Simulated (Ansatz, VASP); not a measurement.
# SbAs in two plane-wave programs

Wanted: the spread between two codes on one cell, functional and k mesh. The cell is generated by rule, not measured, and may not be a known phase. The cell is taken from a series of VASP runs on this material, whose earlier steps may have relaxed, scaled or displaced it; both programs get it as it stands.

Program: Ansatz 0.2.0. Level of theory: plane waves, with VASP 6.6.1 beside it; band structure at LDA, spin-orbit coupling. Results are calculated unless marked as measured.

The structure was built from a prototype and need not be the compound's stable phase.

## (1) Set-up

The structure is cubic, space group Pm-3m (No. 221). The conventional cell has a = 3.577 Å, b = 3.577 Å, c = 3.577 Å, α = 90.00°, β = 90.00°, γ = 90.00°. As has 8 Sb at 3.10 Å nearest. Sb has 8 As at 3.10 Å nearest. Farther neighbours are not listed.

## (2) Ansatz: band structure, LDA, spin-orbit coupling

Ansatz runs on its fully relativistic PAW (standard-fr) files.

With cell and atoms fixed, the geometry can't cause a difference; cores, projectors, grids and the points listed under the comparison can.

Input file input.yaml:

```yaml
crystal:
  lattice:
    - [3.57668, 0.0, 0.0]
    - [0.0, 3.57668, 0.0]
    - [0.0, 0.0, 3.57668]
  atoms:
    - { symbol: As, position: [0.0, 0.0, 0.0] }
    - { symbol: Sb, position: [0.5, 0.5, 0.5] }
hamiltonian:
  xc: lda
  pseudopotentials: { kind: paw_fr }
magnetization:
  noncollinear: true
  spin_orbit: true
kpoints:
  mp_grid: { grid: [8, 8, 8] }
  band_path:
    path:
      - [0.0, 0.0, 0.0]
      - [0.0, 0.1, 0.0]
      - [0.0, 0.2, 0.0]
      - [0.0, 0.3, 0.0]
      - [0.0, 0.43333, 0.0]
      - [0.0, 0.5, 0.0]
      - [0.1, 0.5, 0.0]
      - [0.2, 0.5, 0.0]
      - [0.33333, 0.5, 0.0]
      - [0.43333, 0.5, 0.0]
      - [0.5, 0.5, 0.0]
      - [0.36667, 0.36667, 0.0]
      - [0.26667, 0.26667, 0.0]
      - [0.16667, 0.16667, 0.0]
      - [0.06667, 0.06667, 0.0]
      - [0.03333, 0.03333, 0.03333]
      - [0.13333, 0.13333, 0.13333]
      - [0.23333, 0.23333, 0.23333]
      - [0.33333, 0.33333, 0.33333]
      - [0.46667, 0.46667, 0.46667]
      - [0.46667, 0.5, 0.46667]
      - [0.36667, 0.5, 0.36667]
      - [0.23333, 0.5, 0.23333]
      - [0.13333, 0.5, 0.13333]
      - [0.03333, 0.5, 0.03333]
      - [0.5, 0.5, 0.03333]
      - [0.5, 0.5, 0.16667]
      - [0.5, 0.5, 0.26667]
      - [0.5, 0.5, 0.36667]
      - [0.5, 0.5, 0.5]
    npoints: 1
scf:
  occupations: { method: gaussian, width: 0.02 }
  n_extra_bands: 14
output:
  forces: true
  stress: true
  eigenvalues: true
```

Launch:

```bash
$ ansatz run input.yaml --threads 2 --pin off --max-ram 4608MiB --backend cpu --events-out ev --progress --plain --runs-dir out
```

Numbers of over 12 decimals in the logs are rounded to 6 here.

Output:

```text
scf.n_extra_bands = 14 over 30 filled bands (N_el = 30.0): the run solves 44 bands
Engine: ansatz 0.2.0, x86_64-unknown-linux-gnu
Pseudopotentials: kind: paw_fr
Pseudopotential: As, paw_fr, valence charge 15, recommended cutoff 420 eV (normal), As.paw.azcp#standard-fr
Pseudopotential: Sb, paw_fr, valence charge 15, recommended cutoff 420 eV (normal), Sb.paw.azcp#standard-fr
Functional definition: SPW92
  exchange = slater_x
  correlation = pw_c
non-collinear run that drives no moment, with spin-orbit: no starting moment large enough to seed its density (crystal.atoms[].spin), no starting occupations that ask for one, no magnetisation constraint and no magnetic field, so the semilocal B_xc is pinned to zero
Crystal: 2 atoms, lattice volume = 45.755 Å³
Basis set: ecut = 420 eV, 895 PW (Γ)
Bands: 44, of which v1, the nominal top of the filled ones, is band 30 counted from 1 (29 counted from 0)
Symmetry: 48 space group operations + 48 with time reversal
Magnetic group: BNS 221.93 (UNI 1595), of the structure as read, at distance tolerance 3.6e-5 Å
k-points: 35 of 512
Projection manifold: j_resolved (fully-relativistic pseudo-atomic orbitals)
Non-local potential: As, projectors of the file, l = 0: 2, l = 1: 4, l = 2: 6, l = 3: 2
Non-local potential: Sb, projectors of the file, l = 0: 2, l = 1: 4, l = 2: 4, l = 3: 4
PAW form: soft (Blöchl's): semilocal exchange-correlation on the pseudo side does not see the compensation charge
PAW frozen core: As, regenerated for the run's functional, and the local potential with it (the file was generated under x = pbe(κ = 0.804, μ = 0.219515), c = pbe(β = 0.066725))
PAW frozen core: Sb, regenerated for the run's functional, and the local potential with it (the file was generated under x = pbe(κ = 0.804, μ = 0.219515), c = pbe(β = 0.066725))
PAW one-centre angular grid: As, 590 points (default); XC on 64 Gauss nodes
PAW one-centre angular grid: Sb, 590 points (default); XC on 64 Gauss nodes
Initial density: superposition of atomic densities (chi_scale 0.1, normalization cell, long waves kept (reshape's long-wave potential 0.00 eV rms))
Initial wavefunctions: pseudopotential atomic-orbital guess
Functional: x = slater, c = lda
SCF iter   1: F=—  HF=-11111.332051 eV  |F-HF|=—  |Δ(HF+E_count)|=         —  Δρ=9.94e-3  dr2=4.70e-2  dr2_m=0.00e0 (ungated)  ethr=3.10e-3  |M|=0.00e0 ∫|m|=0.00e0 μB  |m|>n=0.0e0 m-floor=0.0e0 τ_xc=0.0e0  β_m=0.30  ⟨swp⟩=9.1  Hψ=4395  notcnv=0  defer=58
preconditioner: auto → Resta (q_TF=auto, 2.543 Å⁻¹)  ε∞=3.1  [insulator: Δε(μ)=0.108 eV  Ē_g=12.109 eV  σ=0.020 eV  W_gap=0.81  n_scr=18 (ndim 8)  ℏωp=17.4 eV  f_vac=0.000  D(μ)=3.30/eV (n_scr^D=32)  ε∞_Penn≈3.1]
spin=Noncollinear: Resta preconditioning applied to the charge; magnetization (m_x, m_y, m_z) channels mix plain (no charge-response kernel on spin).
SCF iter   2: F=—  HF=-11111.323998 eV  |F-HF|=—  |Δ(HF+E_count)|=   8.05e-3  Δρ=7.18e-3  dr2=2.24e-2  dr2_m=0.00e0 (ungated)  ethr=1.57e-4  |M|=0.00e0 ∫|m|=0.00e0 μB  |m|>n=0.0e0 m-floor=0.0e0 τ_xc=0.0e0  β_m=0.63  ⟨swp⟩=2.1  Hψ=1015  notcnv=0  defer=256
SCF iter   3: F=—  HF=-11111.318156 eV  |F-HF|=—  |Δ(HF+E_count)|=   5.84e-3  Δρ=1.28e-3  dr2=5.72e-4  dr2_m=0.00e0 (ungated)  ethr=7.46e-5  |M|=0.00e0 ∫|m|=0.00e0 μB  |m|>n=0.0e0 m-floor=0.0e0 τ_xc=0.0e0  β_m=0.66  ⟨swp⟩=3.2  Hψ=1289  notcnv=0  defer=262
SCF iter   4: F=—  HF=-11111.317939 eV  |F-HF|=—  |Δ(HF+E_count)|=   2.17e-4  Δρ=3.76e-4  dr2=4.79e-5  dr2_m=0.00e0 (ungated)  ethr=1.91e-6  |M|=0.00e0 ∫|m|=0.00e0 μB  |m|>n=0.0e0 m-floor=0.0e0 τ_xc=0.0e0  β_m=0.65  ⟨swp⟩=2.0  Hψ=1095  notcnv=0  defer=262
SCF iter   5: F=—  HF=-11111.317926 eV  |F-HF|=—  |Δ(HF+E_count)|=   1.34e-5  Δρ=8.78e-5  dr2=3.25e-6  dr2_m=0.00e0 (ungated)  ethr=1.60e-7  |M|=0.00e0 ∫|m|=0.00e0 μB  |m|>n=0.0e0 m-floor=0.0e0 τ_xc=0.0e0  β_m=0.67  ⟨swp⟩=2.0  Hψ=1157  notcnv=0  defer=262
SCF iter   6: F=—  HF=-11111.317926 eV  |F-HF|=—  |Δ(HF+E_count)|=   9.14e-8  Δρ=3.86e-5  dr2=5.29e-7  dr2_m=0.00e0 (ungated)  ethr=1.08e-8  |M|=0.00e0 ∫|m|=0.00e0 μB  |m|>n=0.0e0 m-floor=0.0e0 τ_xc=0.0e0  β_m=0.80  ⟨swp⟩=2.9  Hψ=1166  notcnv=0  defer=262
SCF iter   7: F=-11111.317926 eV  HF=-11111.317926 eV  |F-HF|=1.28e-9  |Δ(HF+E_count)|=   8.41e-8  Δρ=4.10e-6  dr2=4.73e-9  dr2_m=0.00e0 (ungated)  ethr=3.33e-10  |M|=0.00e0 ∫|m|=0.00e0 μB  |m|>n=0.0e0 m-floor=0.0e0 τ_xc=0.0e0  ⟨swp⟩=11.3  Hψ=3853  notcnv=0
SCF 1 converged in 7 iterations: F = -11111.317926 eV  dr2 = 4.73e-9
  greatest PAW one-centre occupation: 0.999 electrons in one spin orbital (limit 2), on the As atom at site 0 (counted from 0), in its partial waves of l = 2
NSCF: frozen V_eff on 30 k-points
SCF converged after 7 iterations
Magnetization: |M| = 0.0000 μB,  M = (+0.0000, +0.0000, +0.0000) μB
Absolute magnetization: 0.0000 μB (∫|m|)
  site 0: m = (+0.0000, +0.0000, +0.0000) μB, |m| = 0.0000 μB  (R = 1.28 Å)
  site 1: m = (+0.0000, +0.0000, +0.0000) μB, |m| = 0.0000 μB  (R = 1.28 Å)
Free energy (F): -11111.317926 eV
Harris-Foulkes:  -11111.317926 eV  (|F-HF|=1.28e-9)
Internal energy: -11111.317443 eV  (E = F + TS)
E sigma→0 (E₀):  -11111.317685 eV
Entropy (-TS):   -0.000482 eV (-0.241 meV/atom)
Fermi energy:    11.525827 eV
--- Per-component energies (eV) ---
  E_band       = -357.819763
  E_kinetic    = 310.880585
  E_local      = -2933.796751  (includes V_loc(G=0)·N_el)
  E_nonlocal   = -299.679426
  E_hartree    = 1503.567555
  E_xc         = -217.411325
  E_vxc        = -177.418316  (∫ρ·V_xc dr)
  E_paw        = -6180.941263  (= ΣΔE_a)
  E_vpaw       = -264.940457  (= ΣTr[D̂ρ^β])
  E_aug_tail   = 0.000006  (compensation charges beyond the density's cutoff)
  E_ewald      = -3296.584007
  E_core_change = 2.647182  (= ΣΔE_core)
  E_smearing   = -0.000482  (= −TS)
  E_closure    = 0.000000  (closes the sum)
  Σ components = -11111.317926   (vs F -11111.317926, Δ=0.00e0)
--- Forces (eV/Å), atoms counted from 1 ---
  atom   1  As    -0.00000000     0.00000000     0.00000000
  atom   2  Sb     0.00000000     0.00000000     0.00000000
  max |Σ_I F_I| component: 2.63e-30 eV/Å
--- Stress (GPa, compression-positive) ---
       -3.758982       0.000000       0.000000
        0.000000      -3.758982       0.000000
        0.000000       0.000000      -3.758982
  P = ⅓ Tr σ = -3.7590 GPa (-37.590 kbar)
--- Band table (eV; the first three rows and the last of 35) ---
  k-point 0: bands = [... 26 lower, 9.7497, 9.7497, 9.7497, 9.7497, 15.1539, 15.1539, 15.1539, 15.1539, ... 10 higher]
  k-point 1: bands = [... 26 lower, 9.7636, 9.7636, 9.9327, 9.9327, 15.3183, 15.3183, 15.8848, 15.8848, ... 10 higher]
  k-point 2: bands = [... 26 lower, 10.2075, 10.2075, 10.4716, 10.4716, 14.5296, 14.5296, 15.3699, 15.3699, ... 10 higher]
  k-point 34: bands = [... 26 lower, 8.5649, 8.5649, 8.7754, 8.7754, 8.7754, 8.7754, 9.0406, 9.0406, ... 10 higher]
```

Run time: 6.5 s. Hardware: 2 threads of Intel Xeon Platinum 8488C (Sapphire Rapids), shared host; peak memory 0.54 GiB; 12 s of CPU time.

## (3) VASP: band structure, LDA, spin-orbit coupling

The same cell, functional (in two slightly different forms), mesh and smearing now go to VASP, with its own data sets and cutoff.

Lines of VASP's logs that name or quote its potential files are left out, and so is its time.

Input file INCAR:

```
SYSTEM = SbAs
PREC = Accurate
ENCUT = 400
EDIFF = 1E-06
NELM = 100
ISMEAR = 0
SIGMA = 0.02
LREAL = .FALSE.
ALGO = Normal
GGA = CA
LNONCOLLINEAR = .TRUE.
MAGMOM = 0 0 0 0 0 0
NBANDS = 22
GGA_COMPAT = .FALSE.
LASPH = .TRUE.
LSORBIT = .TRUE.
LORBIT = 11
LWAVE = .FALSE.
LCHARG = .FALSE.
KPAR = 4
ISIF = 2
```

Input file POSCAR:

```
SbAs
1.0
    3.5766800000      0.0000000000      0.0000000000
    0.0000000000      3.5766800000      0.0000000000
    0.0000000000      0.0000000000      3.5766800000
As Sb
1 1
Direct
    0.0000000000      0.0000000000      0.0000000000
    0.5000000000      0.5000000000      0.5000000000
```

Input file KPOINTS:

```
Automatic mesh
0
Gamma
8 8 8
0 0 0
```

Input file KPOINTS_OPT:

```
Line mode
16
Line-mode
Reciprocal
  0.00000000   0.00000000   0.00000000 GAMMA
  0.00000000   0.50000000   0.00000000 X

  0.00000000   0.50000000   0.00000000 X
  0.50000000   0.50000000   0.00000000 M

  0.50000000   0.50000000   0.00000000 M
  0.00000000   0.00000000   0.00000000 GAMMA

  0.00000000   0.00000000   0.00000000 GAMMA
  0.50000000   0.50000000   0.50000000 R

  0.50000000   0.50000000   0.50000000 R
  0.00000000   0.50000000   0.00000000 X

  0.50000000   0.50000000   0.00000000 M
  0.50000000   0.50000000   0.50000000 R
```

The projector-augmented-wave data sets are As and Sb (LDA family, release 64).

Launch:

```bash
$ mpirun -np 4 vasp_ncl
```

Output:

```text
[banner, memory and clock lines left out]
running    4 mpi-ranks, on    1 nodes
 distrk:  each k-point on    1 cores,    4 groups
 distr:  one band on    1 cores,    1 groups

 POSCAR found type information on POSCAR AsSb
 POSCAR found :  2 types and       2 ions
 LDA part: xc-table for (Slater(with rela. corr.)+CA(PZ))
 , standard interpolation
 POSCAR, INCAR and KPOINTS ok, starting setup
 FFT: planning ... GRIDC
 FFT: planning ... GRID_SOFT
 FFT: planning ... GRID
 WAVECAR not read
 entering main loop
       N       E                     dE             d eps       ncg     rms          rms(c)
DAV:   1     0.279642380977E+02    0.27964E+02   -0.30470E+03  1540   0.608E+02
DAV:   2    -0.760626597683E+01   -0.35571E+02   -0.34077E+02  2062   0.116E+02
DAV:   3    -0.974501057185E+01   -0.21387E+01   -0.20878E+01  1830   0.281E+01
DAV:   4    -0.976312366310E+01   -0.18113E-01   -0.18100E-01  1872   0.306E+00
DAV:   5    -0.976328234072E+01   -0.15868E-03   -0.15867E-03  1822   0.319E-01    0.296E+00
DAV:   6    -0.970691604239E+01    0.56366E-01   -0.89798E-02  1726   0.157E+00    0.178E+00
DAV:   7    -0.970427038820E+01    0.26457E-02   -0.16022E-02  1870   0.665E-01    0.805E-01
DAV:   8    -0.970317159122E+01    0.10988E-02   -0.73081E-04  1720   0.161E-01    0.378E-01
DAV:   9    -0.970300849288E+01    0.16310E-03   -0.22131E-04  1830   0.822E-02    0.396E-02
DAV:  10    -0.970299719712E+01    0.11296E-04   -0.25423E-05  1758   0.298E-02    0.192E-02
DAV:  11    -0.970299671974E+01    0.47738E-06   -0.38429E-06  1696   0.132E-02
   1 F= -.97029967E+01 E0= -.97027531E+01  d E =-.487232E-03  mag=    -0.0000     0.0000     0.0000
 Start KPOINTS_OPT (optional k-point list driver)
k-point batch [1-35\96]
       N       E                     dE             ncg
DAV:   1     0.216039396008E+04   -0.45154E+04     1540
DAV:   2     0.879084596650E+03   -0.12813E+04     2158
DAV:   3     0.802958758970E+03   -0.76126E+02     1828
DAV:   4     0.802419181397E+03   -0.53958E+00     1840
DAV:   5     0.802414366374E+03   -0.48150E-02     1812
DAV:   6     0.802414284671E+03   -0.81703E-04     1862
DAV:   7     0.802414282917E+03   -0.17535E-05     1718
DAV:   8     0.802414282857E+03   -0.60307E-07     1282
[...]
k-point batch [71-96\96]
       N       E                     dE             ncg
DAV:   1     0.472109125481E+04   -0.67755E+04     1144
DAV:   2     0.385501200486E+04   -0.86608E+03     1556
DAV:   3     0.380140359659E+04   -0.53608E+02     1354
DAV:   4     0.380100471328E+04   -0.39888E+00     1392
DAV:   5     0.380100079426E+04   -0.39190E-02     1326
DAV:   6     0.380100072070E+04   -0.73558E-04     1350
DAV:   7     0.380100071897E+04   -0.17263E-05     1230
DAV:   8     0.380100071893E+04   -0.43472E-07      918
```

Parts of OUTCAR (step 3):

```text
ion  position               nearest neighbor table
   1  0.000  0.000  0.000-   2 3.10   2 3.10   2 3.10   2 3.10   2 3.10   2 3.10   2 3.10   2 3.10

  LATTYP: Found a simple cubic cell.
 ALAT       =     3.5766800000

 Subroutine GETGRP returns: Found 48 space group operations
 (whereof 48 operations were pure point group operations)

The static configuration has the point symmetry O_h .

 Found     35 irreducible k-points:

   k-points           NKPTS =     35   k-points in BZ     NKDIM =     35   number of bands    NBANDS=     22

   dimension x,y,z NGX =    24 NGY =   24 NGZ =   24
   dimension x,y,z NGXF=    48 NGYF=   48 NGZF=   48

   ENCUT  =  400.0 eV  29.40 Ry    5.42 a.u.   5.83  5.83  5.83*2*pi/ulx,y,z

   NELECT =      10.0000    total number of electrons

 k-points in reciprocal lattice and weights: Automatic mesh
   0.00000000  0.00000000  0.00000000       0.002
   0.12500000  0.00000000  0.00000000       0.012
   0.25000000  0.00000000  0.00000000       0.012
   0.37500000  0.00000000  0.00000000       0.012
   0.50000000  0.00000000  0.00000000       0.006
   0.12500000  0.12500000  0.00000000       0.023
   0.25000000  0.12500000  0.00000000       0.047
   0.37500000  0.12500000  0.00000000       0.047
   0.50000000  0.12500000  0.00000000       0.023
[...]
0.50000000  0.50000000  0.37500000       0.012
   0.50000000  0.50000000  0.50000000       0.002

 average (electrostatic) potential at core
       1 -50.7114       2 -86.3931

 E-fermi :   7.4362

 k-point     1 :       0.0000    0.0000    0.0000
  band No.  band energies     occupation
    ...
      6       5.1666      1.00000
      7       5.6548      1.00000
      8       5.6548      1.00000
      9       5.6548      1.00000
     10       5.6548      1.00000
     11      11.0008      0.00000
     12      11.0008      0.00000
     13      11.0008      0.00000
     14      11.0008      0.00000
     15      12.5753      0.00000
    ...

 k-point     2 :       0.1250    0.0000    0.0000
  band No.  band energies     occupation
    ...
      6       5.2282      1.00000
      7       5.6724      1.00000
      8       5.6724      1.00000
      9       5.8380      1.00000
     10       5.8380      1.00000
     11      11.1624      0.00000
     12      11.1624      0.00000
     13      11.7871      0.00000
     14      11.7871      0.00000
     15      12.2038      0.00000
    ...

 k-point     3 :       0.2500    0.0000    0.0000
  band No.  band energies     occupation
    ...
      6       5.4954      1.00000
      7       6.1205      1.00000
      8       6.1205      1.00000
      9       6.3778      1.00000
     10       6.3778      1.00000
     11      10.4712      0.00000
     12      10.4712      0.00000
     13      11.2901      0.00000
     14      11.2901      0.00000
     15      11.6441      0.00000
    ...

  Total       -1.0422489     -1.0422489     -1.0422489     -0.0000000     -0.0000000      0.0000000
  in kB      -36.4957044    -36.4957044    -36.4957044     -0.0000000     -0.0000000      0.0000000
  external PRESSURE =     -36.4957044 kB  Pullay stress =       0.0000000 kB

  energy-cutoff  :      400.00
  volume of cell :       45.76
      direct lattice vectors                 reciprocal lattice vectors
     3.576680000  0.000000000  0.000000000     0.279588892  0.000000000  0.000000000
     0.000000000  3.576680000  0.000000000     0.000000000  0.279588892  0.000000000
     0.000000000  0.000000000  3.576680000     0.000000000  0.000000000  0.279588892

 POSITION                                       TOTAL-FORCE (eV/Angst)
 -----------------------------------------------------------------------------------
      0.00000      0.00000      0.00000         0.000000      0.000000      0.000000
      1.78834      1.78834      1.78834         0.000000      0.000000      0.000000
 -----------------------------------------------------------------------------------
    total drift:                               -0.000000     -0.000000     -0.000000

  FREE ENERGIE OF THE ION-ELECTRON SYSTEM (eV)
  ---------------------------------------------------
  free  energy   TOTEN  =        -9.7029967197 eV

  energy  without entropy=       -9.7025094878  energy(sigma->0) =       -9.70275310

 Spin-Orbit-Coupling matrix elements
 Ion:    1  E_soc:     -0.0309246
 Ion:    2  E_soc:     -0.1396514

 total charge
# of ion       s       p       d       tot
------------------------------------------
    1        1.333   1.287   0.035   2.656
    2        1.273   1.016   0.050   2.340
--------------------------------------------------
tot          2.607   2.304   0.085   4.996

 magnetization (x)
# of ion       s       p       d       tot
------------------------------------------
    1        0.000  -0.000  -0.000  -0.000
    2        0.000   0.000   0.000   0.000
--------------------------------------------------
tot          0.000  -0.000  -0.000   0.000

 magnetization (y)
# of ion       s       p       d       tot
------------------------------------------
    1        0.000  -0.000  -0.000  -0.000
    2        0.000   0.000  -0.000   0.000
--------------------------------------------------
tot          0.000  -0.000  -0.000   0.000

 magnetization (z)
# of ion       s       p       d       tot
------------------------------------------
    1        0.000  -0.000   0.000  -0.000
    2       -0.000   0.000   0.000  -0.000
--------------------------------------------------
tot         -0.000  -0.000   0.000  -0.000

[... 3 further parts left out ...]
```

The run ends at a pressure of -3.65 GPa.

## (4) Differences

Known differences besides the potentials themselves: spin-orbit coupling enters by fully relativistic files in Ansatz and inside the spheres in VASP; the two LDA forms differ slightly; the data sets hold 30 valence electrons in Ansatz (fully relativistic PAW (standard-fr) files) and 10 in VASP; the cutoff is 420 eV in Ansatz and 400 eV in VASP; VASP's log shows a relativistic correction to its local exchange, Ansatz's none. Total energies have different zeros and are not compared.

The two programs side by side:

```tsv
quantity	Ansatz	VASP	difference
pressure (GPa)	-3.76	-3.65	-0.11
```

Levels from 3 eV below to 2 eV above the Fermi level differ by 10 meV r.m.s. and 29 meV at most; each VASP level is matched to the nearest of Ansatz, which flatters the figure a little. Ansatz's pressure holds a Pulay correction of 0.04 GPa; VASP's holds none.

## (5) Further runs

Further runs change the set-up of one program: Ansatz's method, potentials or start, or VASP's data sets, cutoff or form of LDA. The table gives Ansatz less VASP for each quantity, since a change that brings one quantity closer may part another.

```tsv
run	pressure (GPa)
as above	-0.11
Ansatz's all-electron LAPW method	-0.083
```

## (6) Outcome

```json
{
  "r.m.s. difference of levels near the Fermi level (band structure, LDA, spin-orbit coupling)": "10 meV"
}
```

The r.m.s. difference of levels near the Fermi level is 10 meV (band structure, LDA, spin-orbit coupling), within the 80 meV picked in this series as the mark of a large difference. For band structure, LDA, spin-orbit coupling, no further run moves any of the tabulated differences by more than a quarter of its size. Such differences can come from data sets, numerical settings and the points named under the comparisons, not from the functional's error against experiment.

[Lines on the potential files, build, host, timing and source positions are cut from VASP's logs without a mark.]

[Logs are printed without paths, hosts, clocks, repeated set-up lines and the standing remarks that a program may print on its own settings, such as how far it seeks lower states.]

[Hosts, paths, dates, database ids (printed as entryN), source tags and the programs' standing remarks are cut or masked in the printed files.]
